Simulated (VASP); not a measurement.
Output of a VASP run:

File OUTCAR:
```
 ion  position               nearest neighbor table
   1  0.156  0.844  0.917-   4 2.50   2 2.71   2 2.71   3 2.71   3 2.71   4 2.77   4 2.77
   2  0.344  0.656  0.417-   3 2.50   1 2.71   1 2.71   4 2.71   4 2.71   3 2.77   3 2.77
   3  0.656  0.344  0.583-   2 2.50   4 2.71   4 2.71   1 2.71   1 2.71   2 2.77   2 2.77
   4  0.844  0.156  0.083-   1 2.50   3 2.71   3 2.71   2 2.71   2 2.71   1 2.77   1 2.77
  LATTYP: Found a base centered orthorhombic cell.
 ALAT       =     4.4680164878
 B/A-ratio  =     1.7163604120
 C/A-ratio  =     1.0244462438
 Subroutine PRICEL returns:
 Original cell was already a primitive cell.
 Subroutine GETGRP returns: Found  8 space group operations
The static configuration has the point symmetry C_2h.
 The point group associated with its full space group is D_2h.
The dynamic configuration has the point symmetry C_2h.
 Subroutine INISYM returns: Found  8 space group operations
 Subroutine IBZKPT returns following result:
 Found    125 irreducible k-points:

 Following reciprocal coordinates:
            Coordinates               Weight
  0.000000  0.000000  0.000000      1.000000
  0.111111 -0.000000  0.000000      4.000000
  0.222222 -0.000000  0.000000      4.000000
  0.333333  0.000000  0.000000      4.000000
  0.444444 -0.000000  0.000000      4.000000
  0.111111  0.111111  0.000000      2.000000
  0.222222  0.111111  0.000000      4.000000
  0.333333  0.111111  0.000000      4.000000
  0.444444  0.111111  0.000000      4.000000
 -0.444444  0.111111  0.000000      4.000000
 -0.333333  0.111111  0.000000      4.000000
 -0.222222  0.111111  0.000000      4.000000
 -0.111111  0.111111  0.000000      2.000000
  0.222222  0.222222  0.000000      2.000000
  0.333333  0.222222  0.000000      4.000000
  0.444444  0.222222  0.000000      4.000000
 -0.444444  0.222222  0.000000      4.000000
 -0.333333  0.222222  0.000000      4.000000
 -0.222222  0.222222  0.000000      2.000000
  0.333333  0.333333  0.000000      2.000000
  0.444444  0.333333  0.000000      4.000000
 -0.444444  0.333333  0.000000      4.000000
 -0.333333  0.333333  0.000000      2.000000
  0.444444  0.444444  0.000000      2.000000
 -0.444444  0.444444  0.000000      2.000000
  0.000000  0.000000  0.125000      2.000000
  0.111111 -0.000000  0.125000      8.000000
  0.222222 -0.000000  0.125000      8.000000
  0.333333  0.000000  0.125000      8.000000
  0.444444 -0.000000  0.125000      8.000000
  0.111111  0.111111  0.125000      4.000000
  0.222222  0.111111  0.125000      8.000000
  0.333333  0.111111  0.125000      8.000000
  0.444444  0.111111  0.125000      8.000000
 -0.444444  0.111111  0.125000      8.000000
 -0.333333  0.111111  0.125000      8.000000
 -0.222222  0.111111  0.125000      8.000000
 -0.111111  0.111111  0.125000      4.000000
  0.222222  0.222222  0.125000      4.000000
  0.333333  0.222222  0.125000      8.000000
   k-points           NKPTS =    125   k-points in BZ     NKDIM =    125   number of bands    NBANDS=     31
   number of dos      NEDOS =    601   number of ions     NIONS =      4
   total plane-waves  NPLWV =  46656
   dimension x,y,z NGX =    36 NGY =   36 NGZ =   36
   dimension x,y,z NGXF=    72 NGYF=   72 NGZF=   72
   ions per type =               4
   PREC   = accura    normal or accurate (medium, high low for compatibility)
   ISTART =      0    job   : 0-new  1-cont  2-samecut
   ICHARG =      2    charge: 1-file 2-atom 10-const
   ISPIN  =      1    spin polarized calculation?
   LNONCOLLINEAR =      F non collinear calculations
   LSORBIT =      F    spin-orbit coupling
   INIWAV =      1    electr: 0-lowe 1-rand  2-diag
   ENCUT  =  520.0 eV  38.22 Ry    6.18 a.u.   8.25  8.25  8.51*2*pi/ulx,y,z
   NELM   =    100;   NELMIN=  2; NELMDL= -5     # of ELM steps
   EDIFF  = 0.1E-06   stopping-criterion for ELM
   LREAL  =      F    real-space projection
   NLSPLINE    = F    spline interpolate recip. space projectors
   LMAXMIX     =    4 max onsite mixed and CHGCAR
...
```

File OSZICAR:
```
       N       E                     dE             d eps       ncg     rms          rms(c)
DAV:   1     0.369584084181E+03    0.36958E+03   -0.26257E+04  7831   0.317E+03
DAV:   2     0.429701582307E+02   -0.32661E+03   -0.32182E+03  8010   0.568E+02
DAV:   3     0.276340584186E+01   -0.40207E+02   -0.39934E+02  8877   0.154E+02
DAV:   4     0.159835017534E+01   -0.11651E+01   -0.11631E+01  8614   0.303E+01
DAV:   5     0.157263324886E+01   -0.25717E-01   -0.25956E-01  9470   0.453E+00    0.247E+00
DAV:   6     0.165691333777E+01    0.84280E-01   -0.21552E-01  9329   0.660E+00    0.135E+00
DAV:   7     0.167251996323E+01    0.15607E-01   -0.59717E-02 10812   0.282E+00    0.315E-01
DAV:   8     0.167315597335E+01    0.63601E-03   -0.13911E-02  8443   0.135E+00    0.467E-02
DAV:   9     0.167299900637E+01   -0.15697E-03   -0.10461E-03  8808   0.372E-01    0.265E-02
DAV:  10     0.167300602081E+01    0.70144E-05   -0.22529E-04  8871   0.172E-01    0.531E-03
DAV:  11     0.167300441536E+01   -0.16054E-05   -0.35325E-05  8954   0.753E-02    0.440E-03
DAV:  12     0.167300829339E+01    0.38780E-05   -0.86995E-06  8819   0.340E-02    0.538E-04
DAV:  13     0.167300840591E+01    0.11252E-06   -0.10379E-06 10280   0.872E-03    0.434E-04
DAV:  14     0.167300894808E+01    0.54217E-06   -0.54011E-08  5159   0.189E-03    0.132E-04
DAV:  15     0.167300888384E+01   -0.64239E-07   -0.14284E-08  4575   0.101E-03
   1 F= 0.16730089E+01 E0= 0.16730089E+01  d E =0.000000E+00
```

OUTCAR:
```
------------------------ aborting loop because EDIFF is reached ----------------------------------------
  FORCE on cell =-STRESS in cart. coord.  units (eV):
  Direction    XX          YY          ZZ          XY          YZ          ZX
  --------------------------------------------------------------------------------------
  Total        0.0227345      0.1401774     -0.0360958      0.0000000     -0.0000000      0.0000000
  in kB        0.4644973      2.8640241     -0.7374895      0.0000000     -0.0000000      0.0000000
  external PRESSURE =       0.8636773 kB  Pullay stress =       0.0000000 kB
  volume of cell :       78.42
      direct lattice vectors                 reciprocal lattice vectors
     2.234008244 -3.834363310  0.000000000     0.223812961 -0.130399746  0.000000000
     2.234008244  3.834363310  0.000000000     0.223812961  0.130399746  0.000000000
     0.000000000  0.000000000  4.577242708     0.000000000  0.000000000  0.218472138
 POSITION                                       TOTAL-FORCE (eV/Angst)
 -----------------------------------------------------------------------------------
      2.23401      2.64091      4.19950         0.000000      0.009243     -0.012562
      2.23401      1.19346      1.91088         0.000000     -0.009243     -0.012562
      2.23401     -1.19346      2.66636         0.000000      0.009243      0.012562
      2.23401     -2.64091      0.37774         0.000000     -0.009243      0.012562
 -----------------------------------------------------------------------------------
    total drift:                                0.000000      0.000000      0.000000
  FREE ENERGIE OF THE ION-ELECTRON SYSTEM (eV)
  ---------------------------------------------------
  free  energy   TOTEN  =         1.6730088838 eV

  energy  without entropy=        1.6730088838  energy(sigma->0) =        1.67300888

 total charge

# of ion       s       p       d       tot
------------------------------------------
    1        0.963   0.712   9.957  11.632
    2        0.963   0.712   9.957  11.632
    3        0.963   0.712   9.957  11.632
    4        0.963   0.712   9.957  11.632
--------------------------------------------------
tot          3.852   2.848  39.830  46.530

 Electric field gradients after diagonalization (V/A^2)
 (convention: |V_zz| > |V_xx| > |V_yy|)
----------------------------------------------------------------------
 ion       V_xx      V_yy      V_zz     asymmetry (V_yy - V_xx)/ V_zz
----------------------------------------------------------------------
   1      19.392    19.348   -38.740       0.001
   2      19.392    19.348   -38.740       0.001
   3      19.392    19.348   -38.740       0.001
   4      19.392    19.348   -38.740       0.001
```
(Selected blocks of OUTCAR.)

POSCAR:
```
Ga
1
    2.2340082439    -3.8343633098     0.0000000000
    2.2340082439     3.8343633098     0.0000000000
    0.0000000000     0.0000000000     4.5772427080
Ga
4
Direct
  0.1556263364   0.8443736636   0.9174736674
  0.3443736636   0.6556263364   0.4174736674
  0.6556263364   0.3443736636   0.5825263326
  0.8443736636   0.1556263364   0.0825263326
```

**Question.** Write an INCAR and KPOINTS that could have produced this output.

**Answer.** Several could match; the one computed here: the input of the run itself, optB86b-vdW, plane waves, VASP's PBE PAW potentials (set 64).

### INCAR
```
SYSTEM = Ga
PREC = Accurate
ENCUT = 520
EDIFF = 1E-7
NELM = 100
ALGO = Normal
LREAL = .FALSE.
LASPH = .TRUE.
ISMEAR = -5
GGA = MK
PARAM1 = 0.1234
PARAM2 = 1.0
LUSE_VDW = .TRUE.
AGGAC = 0.0
LMAXMIX = 4
LWAVE = .FALSE.
LCHARG = .TRUE.
LORBIT = 11
NEDOS = 601
ISIF = 2
LEFG = .TRUE.
```

**KPOINTS**
```
Automatic
0
gamma
 9 9 8
```

POTCAR, in this order: Ga_d (PBE.64 set). Program: vasp_std.

For a metal the tetrahedron method with Blöchl corrections gives inexact stress and forces.

The compound is Ga in the alpha structure. It was relaxed first.
